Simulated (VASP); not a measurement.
# TiB: structure and properties in VASP, part 2 of 5

Wanted: the relaxed cell of TiB and its properties. The start is a cell from a database of measured crystal structures.

VASP 6.6.1; SCAN; plane waves and PAW (Ti_sv, B).

So far. Step 2 (Relaxing cell and atoms (SCAN)): It ends with a largest force of 0.009 eV/Å and a pressure of -0.01 GPa. The volume lies -0.9 % from that of the database's start, which holds the thermal and zero-point expansion of its experiment.

**3. Single point with fields (SCAN)**

The relaxed cell gets a fresh self-consistent run, on a basis set for its own volume, to fix the density and to check the remaining stress.

INCAR

```
SYSTEM = TiB
PREC = Accurate
ENCUT = 420
EDIFF = 1E-06
NELM = 100
ISMEAR = 0
SIGMA = 0.05
LREAL = .FALSE.
ALGO = Normal
METAGGA = SCAN
LASPH = .TRUE.
NBANDS = 38
LORBIT = 11
LWAVE = .FALSE.
LCHARG = .TRUE.
ISIF = 2
LELF = .TRUE.
LVHAR = .TRUE.
```

POSCAR

```
TiB
1.0
    6.1120865712      0.0000000000      0.0000000000
    0.0000000000      3.0414926474      0.0000000000
    0.0000000000      0.0000000000      4.5515228512
Ti B
4 4
Direct
    0.1773689676      0.2500000000      0.1210419718
    0.8226310324      0.7500000000      0.8789580282
    0.3226310324      0.7500000000      0.6210419718
    0.6773689676      0.2500000000      0.3789580282
    0.0301305990      0.2500000000      0.5990069498
    0.9698694010      0.7500000000      0.4009930502
    0.4698694010      0.7500000000      0.0990069498
    0.5301305990      0.2500000000      0.9009930502
```

KPOINTS

```
Automatic mesh
0
Gamma
4 7 5
0 0 0
```

Potentials, in the order of the species: Ti_sv and B (PBE family, release 64).

Command:

```bash
$ mpirun -np 4 vasp_std
```

Log:

```text
[banner, memory and clock lines left out]
running    4 mpi-ranks, on    1 nodes
 distrk:  each k-point on    4 cores,    1 groups
 distr:  one band on    1 cores,    4 groups

 POSCAR found type information on POSCAR TiB
 POSCAR found :  2 types and       8 ions
 [... a notice as in an earlier step ...]

 LDA part: xc-table for (None), standard interpolation
|                                                                             |
|           W    W    AA    RRRRR   N    N  II  N    N   GGGG   !!!           |
|           W    W   A  A   R    R  NN   N  II  NN   N  G    G  !!!           |
|           W    W  A    A  R    R  N N  N  II  N N  N  G       !!!           |
|           W WW W  AAAAAA  RRRRR   N  N N  II  N  N N  G  GGG   !            |
|           WW  WW  A    A  R   R   N   NN  II  N   NN  G    G                |
|           W    W  A    A  R    R  N    N  II  N    N   GGGG   !!!           |
|                                                                             |
|     The number of bands has been changed from the values supplied in        |
|     The orbitals not found in the WAVECAR file will be initialized with     |
|     random numbers, which is usually adequate. For correlated               |
|     calculations, however, you should redo the groundstate calculation.     |
|     I found NBANDS = 38. Now, NBANDS = 40.                                  |
|                                                                             |

 POSCAR, INCAR and KPOINTS ok, starting setup
 FFT: planning ... GRIDC
 FFT: planning ... GRID_SOFT
 FFT: planning ... GRID
 WAVECAR not read
 entering main loop
       N       E                     dE             d eps       ncg     rms          rms(c)
DAV:   1     0.683710852342E+03    0.68371E+03   -0.26315E+04  2888   0.163E+03
DAV:   2    -0.237014334852E+02   -0.70741E+03   -0.68603E+03  2888   0.525E+02
DAV:   3    -0.118883552866E+03   -0.95182E+02   -0.93059E+02  4288   0.172E+02
DAV:   4    -0.128776706902E+03   -0.98932E+01   -0.98501E+01  4264   0.506E+01
DAV:   5    -0.129321538340E+03   -0.54483E+00   -0.54457E+00  4400   0.109E+01    0.307E+01
DAV:   6    -0.100110432007E+03    0.29211E+02   -0.98855E+01  3816   0.725E+01    0.552E+00
DAV:   7    -0.100911567175E+03   -0.80114E+00   -0.53515E+00  3952   0.127E+01    0.407E+00
DAV:   8    -0.100987093900E+03   -0.75527E-01   -0.55232E-01  3896   0.494E+00    0.116E+00
DAV:   9    -0.101018134790E+03   -0.31041E-01   -0.13045E-01  4568   0.195E+00    0.454E-01
DAV:  10    -0.101026708459E+03   -0.85737E-02   -0.32047E-02  3968   0.958E-01    0.194E-01
DAV:  11    -0.101030291829E+03   -0.35834E-02   -0.22912E-03  4344   0.279E-01    0.107E-01
DAV:  12    -0.101031506465E+03   -0.12146E-02   -0.13588E-03  4096   0.213E-01    0.235E-02
DAV:  13    -0.101031764880E+03   -0.25841E-03   -0.63044E-05  3784   0.583E-02    0.855E-03
DAV:  14    -0.101031981054E+03   -0.21617E-03   -0.57574E-06  2928   0.175E-02    0.552E-03
DAV:  15    -0.101031898704E+03    0.82350E-04   -0.24266E-06  2656   0.905E-03    0.110E-03
DAV:  16    -0.101031911459E+03   -0.12755E-04   -0.43421E-07  1936   0.412E-03    0.111E-03
DAV:  17    -0.101031902488E+03    0.89715E-05   -0.13442E-07  1824   0.239E-03    0.497E-04
DAV:  18    -0.101031885328E+03    0.17160E-04   -0.75142E-08  1760   0.184E-03    0.250E-04
DAV:  19    -0.101031886268E+03   -0.94047E-06   -0.29369E-08  1680   0.121E-03
   1 F= -.10103189E+03 E0= -.10102926E+03  d E =-.525013E-02
```

It took 61 s on 4 MPI ranks of Intel Xeon 6975P-C (Granite Rapids), shared host; peak memory 0.56 GiB; 3.9 min of CPU time.

OUTCAR, selected parts (step 3):

```text
  LATTYP: Found a simple orthorhombic cell.
 ALAT       =     3.0414926474
 B/A-ratio  =     1.4964766905
 C/A-ratio  =     2.0095680903

 Found     36 irreducible k-points:

   k-points           NKPTS =     36   k-points in BZ     NKDIM =     36   number of bands    NBANDS=     40

   ENCUT  =  420.0 eV  30.87 Ry    5.56 a.u.  10.21  5.08  7.61*2*pi/ulx,y,z

   NELECT =      60.0000    total number of electrons

 E-fermi :   8.8600

 k-point     1 :       0.0000    0.0000    0.0000
  band No.  band energies     occupation
    ...
     24       6.2059      2.00000
     25       6.6532      2.00000
     26       7.4443      2.00000
     27       7.6673      2.00000
     28       8.0499      2.00000
     29       9.4971      0.00000
     30       9.7330      0.00000
     31       9.8724      0.00000
     32      10.1260      0.00000
     33      10.4059      0.00000
    ...

 k-point     2 :       0.2500    0.0000    0.0000
  band No.  band energies     occupation
    ...
     24       6.6836      2.00000
     25       6.9364      2.00000
     26       7.3660      2.00000
     27       7.4839      2.00000
     28       7.9084      2.00000
     29       9.3844      0.00000
     30       9.5918      0.00000
     31       9.7410      0.00000
     32       9.9111      0.00000
     33      10.6493      0.00000
    ...

  Total       -0.0288180     -0.0329931      0.0425898      0.0000000      0.0000000      0.0000000
  in kB       -0.5456848     -0.6247426      0.8064606      0.0000000      0.0000000      0.0000000
  external PRESSURE =      -0.1213223 kB  Pullay stress =       0.0000000 kB

  energy-cutoff  :      420.00
  volume of cell :       84.61
      direct lattice vectors                 reciprocal lattice vectors
     6.112086571  0.000000000  0.000000000     0.163610248  0.000000000  0.000000000
     0.000000000  3.041492647  0.000000000     0.000000000  0.328785934  0.000000000
     0.000000000  0.000000000  4.551522851     0.000000000  0.000000000  0.219706686

 POSITION                                       TOTAL-FORCE (eV/Angst)
 -----------------------------------------------------------------------------------
      1.08409      0.76037      0.55093        -0.007479      0.000000      0.004488
      5.02799      2.28112      4.00060         0.007479      0.000000     -0.004488
      1.97195      2.28112      2.82669         0.007479     -0.000000      0.004488
      4.14014      0.76037      1.72484        -0.007479     -0.000000     -0.004488
      0.18416      0.76037      2.72639         0.007979     -0.000000      0.000163
      5.92793      2.28112      1.82513        -0.007979     -0.000000     -0.000163
      2.87188      2.28112      0.45063        -0.007979     -0.000000      0.000163
      3.24020      0.76037      4.10089         0.007979     -0.000000     -0.000163
 -----------------------------------------------------------------------------------
    total drift:                                0.000000     -0.000000      0.000000

  FREE ENERGIE OF THE ION-ELECTRON SYSTEM (eV)
  ---------------------------------------------------
  free  energy   TOTEN  =      -101.0318862680 eV

  energy  without entropy=     -101.0266361349  energy(sigma->0) =     -101.02926120

[... 5 parts as in an earlier step ...]

[... 6 further parts left out ...]
```

This step gave:

| Item | Value |
| --- | --- |
| electronic steps | 19 |
| bands | 40 |
| free energy (TOTEN) | -101.0319 eV |
| energy at zero smearing | -101.0293 eV |
| Fermi energy | 8.86 eV |
| pressure | -0.01213 GPa |

Valence electrons inside each PAW sphere by angular momentum. Sphere charges, by row:

```
atom  s (e)  p (e)  d (e)  tot (e)
 Ti1  2.201  6.223   1.89    10.31
 Ti2  2.201  6.223   1.89    10.31
 Ti3  2.201  6.223   1.89    10.31
 Ti4  2.201  6.223   1.89    10.31
  B5  0.703  1.225      0    1.927
  B6  0.703  1.225      0    1.927
  B7  0.703  1.225      0    1.927
  B8  0.703  1.225      0    1.927
```

Valence density in the ac plane at fractional y = 0.250, with atoms of Ti and B within 0.2 Å of it. It is the smooth field of the valence electrons, not physical close to the nuclei.

Ten steps, logarithmic in the rise over the least value, from '_' (0 e/Å³) to '@' (13 e/Å³), each cell a mean:
```
__..--==::..::----::--::..________
........____..----::--::..______..
::::::..____..::----::::..____..::
----::..______..::::....____..::--
::----::..________....::......::--
------::__________::==****--..::--
::::::..__________==##@@%%**::..::
....::::..________==%%@@@@**::__..
__--++**==..______::**%%##==..____
..++%%@@##==______..::----..______
::**@@@@%%==....::::::....________
..==##%%**--..::------::..________
```
Columns run along a (6.1 Å), rows up along c (4.6 Å). Atoms in or near the plane, at fractional coordinates: Ti at (0.18, 0.12), Ti at (0.68, 0.38), B at (0.03, 0.60), B at (0.53, 0.90).

ELF in the ac plane at fractional y = 0.250, with atoms of Ti and B within 0.2 Å of it. It is the smooth field of the valence electrons, not physical close to the nuclei.

Ten even steps from '_' (0.04) to '@' (0.96), each cell a mean:
```
::....::....++++..__--##**==--====
##++--..::==****::..==##**----++**
######**====**####**####++====**##
--==####++--==**####**==----++##**
__..**##++----++++--........==**--
..--**##++======::..::====..::++==
==++++++====++==..::**@@%%==..--==
--::......::====..::##@@@@==....--
__..--==::..::--....==****::..::::
__--%%@@**::__::::..........::--::
..==@@@@##::..--======--::--==++--
..::**##++..::====--**##**==++++--
```
Columns run along a (6.1 Å), rows up along c (4.6 Å). Atoms in or near the plane, at fractional coordinates: Ti at (0.18, 0.12), Ti at (0.68, 0.38), B at (0.03, 0.60), B at (0.53, 0.90).

Electrostatic potential energy in the ac plane at fractional y = 0.250, with atoms of Ti and B within 0.2 Å of it. With pseudopotentials it is smooth inside the atoms' cores, unlike the true potential.

Ten even steps from '_' (-61 eV) to '@' (2 eV), each cell a mean:
```
@@%%****##@@@@****%%++%%@@@@@@@@@@
@@@@@@@@@@@@@@##**##++%%@@@@@@@@@@
%%%%@@@@@@@@@@@@##**##@@@@@@@@@@@@
**++##@@@@@@@@@@@@@@@@@@@@@@@@@@**
@@##**@@@@@@@@@@@@@@%%%%%%@@@@%%++
**++##@@@@@@@@@@@@%%++----**%%%%**
##%%@@@@@@@@@@@@@@**..____--##@@%%
@@@@%%%%@@@@@@@@@@**..____--##@@@@
@@##==--++%%@@@@@@##--..::++%%@@@@
%%==____..**@@@@@@@@##****%%@@@@@@
%%--______++@@@@@@@@@@@@@@@@@@@@@@
%%++....::##@@%%**++##@@@@@@@@@@@@
```
Columns run along a (6.1 Å; values clipped at the 3rd and 97th percentile), rows up along c (4.6 Å). Atoms in or near the plane, at fractional coordinates: Ti at (0.18, 0.12), Ti at (0.68, 0.38), B at (0.03, 0.60), B at (0.53, 0.90).

In this run the pressure is -0.01 GPa, small enough to go on.

**4. Bands along the symmetry lines (SCAN)**

Levels along the symmetry lines show where the bands peak and cross; KPOINTS_OPT computes them in the converged potential.

INCAR

```
SYSTEM = TiB
PREC = Accurate
ENCUT = 420
EDIFF = 1E-06
NELM = 100
ISMEAR = 0
SIGMA = 0.05
LREAL = .FALSE.
ALGO = Normal
METAGGA = SCAN
LASPH = .TRUE.
NBANDS = 50
LORBIT = 11
LWAVE = .FALSE.
LCHARG = .FALSE.
KPAR = 4
```

POSCAR is that of step 3.

KPOINTS is that of step 3.

KPOINTS_OPT

```
Line mode
12
Line-mode
Reciprocal
  0.00000000   0.00000000   0.00000000 GAMMA
  0.00000000   0.50000000   0.00000000 X

  0.00000000   0.50000000   0.00000000 X
  0.00000000   0.50000000   0.50000000 S

  0.00000000   0.50000000   0.50000000 S
  0.00000000   0.00000000   0.50000000 Y

  0.00000000   0.00000000   0.50000000 Y
  0.00000000   0.00000000   0.00000000 GAMMA

  0.00000000   0.00000000   0.00000000 GAMMA
  0.50000000   0.00000000   0.00000000 Z

  0.50000000   0.00000000   0.00000000 Z
  0.50000000   0.50000000   0.00000000 U

  0.50000000   0.50000000   0.00000000 U
  0.50000000   0.50000000   0.50000000 R

  0.50000000   0.50000000   0.50000000 R
  0.50000000   0.00000000   0.50000000 T

  0.50000000   0.00000000   0.50000000 T
  0.50000000   0.00000000   0.00000000 Z

  0.00000000   0.00000000   0.50000000 Y
  0.50000000   0.00000000   0.50000000 T

  0.50000000   0.50000000   0.00000000 U
  0.00000000   0.50000000   0.00000000 X

  0.00000000   0.50000000   0.50000000 S
  0.50000000   0.50000000   0.50000000 R
```

Command:

```bash
$ mpirun -np 4 vasp_std
```

Log:

```text
[banner, memory and clock lines left out]
running    4 mpi-ranks, on    1 nodes
 distrk:  each k-point on    1 cores,    4 groups
 distr:  one band on    1 cores,    1 groups

 POSCAR found type information on POSCAR TiB
 POSCAR found :  2 types and       8 ions
 [... a notice as in an earlier step ...]

 LDA part: xc-table for (None), standard interpolation
 POSCAR, INCAR and KPOINTS ok, starting setup
 FFT: planning ... GRIDC
 FFT: planning ... GRID_SOFT
 FFT: planning ... GRID
 WAVECAR not read
 entering main loop
       N       E                     dE             d eps       ncg     rms          rms(c)
DAV:   1     0.700201744867E+03    0.70020E+03   -0.24548E+04  3600   0.131E+03
DAV:   2    -0.255262039209E+02   -0.72573E+03   -0.68958E+03  3616   0.441E+02
DAV:   3    -0.117557497682E+03   -0.92031E+02   -0.89452E+02  4856   0.146E+02
DAV:   4    -0.128770901318E+03   -0.11213E+02   -0.11097E+02  5254   0.441E+01
DAV:   5    -0.129325029299E+03   -0.55413E+00   -0.55382E+00  5094   0.940E+00    0.307E+01
DAV:   6    -0.100198889129E+03    0.29126E+02   -0.51610E+01  4678   0.580E+01    0.515E+00
DAV:   7    -0.100931802467E+03   -0.73291E+00   -0.44738E+00  4654   0.113E+01    0.474E+00
DAV:   8    -0.101019775414E+03   -0.87973E-01   -0.45270E-01  4662   0.389E+00    0.106E+00
DAV:   9    -0.101034437857E+03   -0.14662E-01   -0.78209E-02  4996   0.169E+00    0.632E-01
DAV:  10    -0.101035567575E+03   -0.11297E-02   -0.51065E-03  4954   0.459E-01    0.353E-01
DAV:  11    -0.101031301942E+03    0.42656E-02   -0.12798E-03  4266   0.207E-01    0.765E-02
DAV:  12    -0.101032175761E+03   -0.87382E-03   -0.21598E-04  4476   0.984E-02    0.255E-02
DAV:  13    -0.101031926087E+03    0.24967E-03   -0.23573E-05  4282   0.321E-02    0.935E-03
DAV:  14    -0.101031909665E+03    0.16423E-04   -0.15968E-06  3524   0.753E-03    0.227E-03
DAV:  15    -0.101031903371E+03    0.62934E-05   -0.31358E-07  2022   0.417E-03    0.727E-04
DAV:  16    -0.101031893646E+03    0.97250E-05   -0.90926E-08  1996   0.215E-03    0.246E-04
DAV:  17    -0.101031889838E+03    0.38086E-05   -0.36659E-08  1950   0.132E-03    0.106E-04
DAV:  18    -0.101031889170E+03    0.66779E-06   -0.15213E-08  1946   0.813E-04
   1 F= -.10103189E+03 E0= -.10102926E+03  d E =-.525015E-02
 Start KPOINTS_OPT (optional k-point list driver)
k-point batch [1-36\144]
       N       E                     dE             ncg
DAV:   1    -0.126420048834E+04   -0.57069E+05     3648
DAV:   2    -0.271339626521E+05   -0.25870E+05     3608
DAV:   3    -0.304681143832E+05   -0.33342E+04     4696
DAV:   4    -0.308418923421E+05   -0.37378E+03     4968
DAV:   5    -0.308603279087E+05   -0.18436E+02     5084
DAV:   6    -0.308605200331E+05   -0.19212E+00     4804
DAV:   7    -0.308605256357E+05   -0.56026E-02     5052
DAV:   8    -0.308605256903E+05   -0.54664E-04     4594
DAV:   9    -0.308605256915E+05   -0.11994E-05     2876
DAV:  10    -0.308605256918E+05   -0.22505E-06     2652
[...]
k-point batch [109-144\144]
       N       E                     dE             ncg
DAV:   1    -0.153687475033E+04   -0.64996E+05     3616
DAV:   2    -0.271458660120E+05   -0.25609E+05     3626
DAV:   3    -0.304847843623E+05   -0.33389E+04     4744
DAV:   4    -0.308518289043E+05   -0.36704E+03     4962
DAV:   5    -0.308703338866E+05   -0.18505E+02     5054
DAV:   6    -0.308705348152E+05   -0.20093E+00     4752
DAV:   7    -0.308705399754E+05   -0.51602E-02     5036
DAV:   8    -0.308705400243E+05   -0.48883E-04     4464
DAV:   9    -0.308705400253E+05   -0.10475E-05     2900
DAV:  10    -0.308705400255E+05   -0.20516E-06     2512
```

It took 2.5 min on 4 MPI ranks; peak memory 1.1 GiB.

OUTCAR, selected parts (step 4):

```text
 Found     36 irreducible k-points:

   k-points           NKPTS =     36   k-points in BZ     NKDIM =     36   number of bands    NBANDS=     50

   NELECT =      60.0000    total number of electrons

 E-fermi :   8.8600

 k-point     4 :       0.0000    0.1429    0.0000
  band No.  band energies     occupation
    ...
     24       6.1433      2.00000
     25       6.4746      2.00000
     26       6.6434      2.00000
     27       7.7041      2.00000
     28       8.5652      2.00000
     29       9.0072      0.00003
     30       9.2904      0.00000
     31       9.3486      0.00000
     32       9.4760      0.00000
     33      10.5653      0.00000
    ...

 k-point     5 :       0.2500    0.1429    0.0000
  band No.  band energies     occupation
    ...
     24       6.0732      2.00000
     25       6.9038      2.00000
     26       6.9286      2.00000
     27       7.7137      2.00000
     28       8.0679      2.00000
     29       9.0391      0.00000
     30       9.1955      0.00000
     31       9.3870      0.00000
     32       9.6613      0.00000
     33      10.2729      0.00000
    ...

  Total       -0.0288348     -0.0330039      0.0425901      0.0000000      0.0000000      0.0000000
  in kB       -0.5460025     -0.6249472      0.8064654      0.0000000      0.0000000      0.0000000
  external PRESSURE =      -0.1214948 kB  Pullay stress =       0.0000000 kB

 POSITION                                       TOTAL-FORCE (eV/Angst)
 -----------------------------------------------------------------------------------
      1.08409      0.76037      0.55093        -0.007519     -0.000000      0.004466
      5.02799      2.28112      4.00060         0.007519     -0.000000     -0.004466
      1.97195      2.28112      2.82669         0.007519     -0.000000      0.004466
      4.14014      0.76037      1.72484        -0.007519      0.000000     -0.004466
      0.18416      0.76037      2.72639         0.007978      0.000000      0.000165
      5.92793      2.28112      1.82513        -0.007978      0.000000     -0.000165
      2.87188      2.28112      0.45063        -0.007978      0.000000      0.000165
      3.24020      0.76037      4.10089         0.007978      0.000000     -0.000165
 -----------------------------------------------------------------------------------
    total drift:                                0.000000     -0.000000      0.000000

  FREE ENERGIE OF THE ION-ELECTRON SYSTEM (eV)
  ---------------------------------------------------
  free  energy   TOTEN  =      -101.0318891698 eV

  energy  without entropy=     -101.0266390175  energy(sigma->0) =     -101.02926409

[... 14 parts as in an earlier step ...]
```

This step gave:

```
electronic steps : 18
bands            : 50
pressure         : -0.01215 GPa
```

The electronic bands at the labelled points (eV, zero at the Fermi level; # counts the bands kept):

```
          point    #11    #12    #13    #14    #15    #16   #17   #18
              Γ  -1.19  -0.81   0.64   0.87   1.01   1.27  1.55  1.72
0.45 of the way  -1.59  -0.49  -0.15  -0.13   0.06   0.13  1.98  2.25
              X  -2.08  -2.08  -0.90  -0.90  -0.44  -0.44  3.14  3.14
0.55 of the way  -1.69  -1.69  -0.38  -0.38  -0.17  -0.17  1.84  1.84
              S  -1.56  -1.56   0.03   0.03   0.64   0.64  1.10  1.10
0.45 of the way  -0.94  -0.94  -0.57  -0.57   0.75   0.75  1.44  1.44
              Y  -0.96  -0.96  -0.10  -0.10   1.70   1.70  2.16  2.16
0.45 of the way  -1.25  -0.92  -0.10   0.95   1.17   1.60  1.73  2.00
              Γ  -1.19  -0.81   0.64   0.87   1.01   1.27  1.55  1.72
0.45 of the way  -1.38  -0.93   0.54   0.77   0.89   1.04  1.79  1.95
              Z  -1.32  -1.32   0.49   0.49   0.90   0.90  1.81  1.81
0.55 of the way  -1.28  -1.28  -0.46  -0.46  -0.13  -0.13  2.64  2.64
              U  -2.13  -2.13  -0.78  -0.78  -0.78  -0.78  3.42  3.42
0.45 of the way  -1.96  -1.96  -0.69  -0.69  -0.69  -0.69  3.04  3.04
              R  -1.84  -1.84  -0.50  -0.50  -0.50  -0.50  2.60  2.60
0.55 of the way  -1.34  -1.34  -0.06  -0.06   0.41   0.41  1.93  1.93
              T  -1.27  -1.27   0.29   0.29   1.15   1.15  2.04  2.04
0.45 of the way  -1.27  -1.27   0.45   0.45   1.21   1.21  2.00  2.00
              Z  -1.32  -1.32   0.49   0.49   0.90   0.90  1.81  1.81
      jump to Y  -0.96  -0.96  -0.10  -0.10   1.70   1.70  2.16  2.16
0.55 of the way  -1.18  -1.18   0.13   0.13   1.35   1.35  2.08  2.08
              T  -1.27  -1.27   0.29   0.29   1.15   1.15  2.04  2.04
      jump to U  -2.13  -2.13  -0.78  -0.78  -0.78  -0.78  3.42  3.42
0.45 of the way  -2.12  -2.12  -0.89  -0.89  -0.58  -0.58  3.23  3.23
              X  -2.08  -2.08  -0.90  -0.90  -0.44  -0.44  3.14  3.14
      jump to S  -1.56  -1.56   0.03   0.03   0.64   0.64  1.10  1.10
```

Of the projections kept (Ti, B), the largest for each band there; the rest of the weight can lie on other orbitals:

```
point      #11      #12      #13      #14      #15      #16      #17      #18
    Γ   B 0.86  Ti 0.62  Ti 0.99  Ti 0.98  Ti 1.00  Ti 0.95  Ti 0.98  Ti 0.96
    X  Ti 0.69  Ti 0.69  Ti 0.94  Ti 0.94  Ti 0.95  Ti 0.95  Ti 0.99  Ti 0.99
    S  Ti 0.55  Ti 0.55  Ti 0.95  Ti 0.95  Ti 0.97  Ti 0.97  Ti 0.95  Ti 0.95
    Y  Ti 0.86  Ti 0.86  Ti 0.87  Ti 0.87  Ti 0.96  Ti 0.96  Ti 0.96  Ti 0.96
    Γ   B 0.86  Ti 0.62  Ti 0.99  Ti 0.98  Ti 1.00  Ti 0.95  Ti 0.98  Ti 0.96
    Z  Ti 0.62  Ti 0.62  Ti 0.96  Ti 0.96  Ti 0.97  Ti 0.97  Ti 0.95  Ti 0.95
```

There is no gap at this level.

Of the bands kept, 4 cross the Fermi level on this path.

(Part 2 of 5 ends here.)

[Lines on the potential files, build, host, timing and source positions are cut from VASP's logs without a mark.]

[Logs are printed without paths, hosts, clocks, repeated set-up lines and the standing remarks that a program may print on its own settings, such as how far it seeks lower states.]

[Hosts, paths, dates, database ids (printed as entryN), source tags and the programs' standing remarks are cut or masked in the printed files.]

[A measured line is paired with the nearest computed mode of its activity, which favours agreement.]
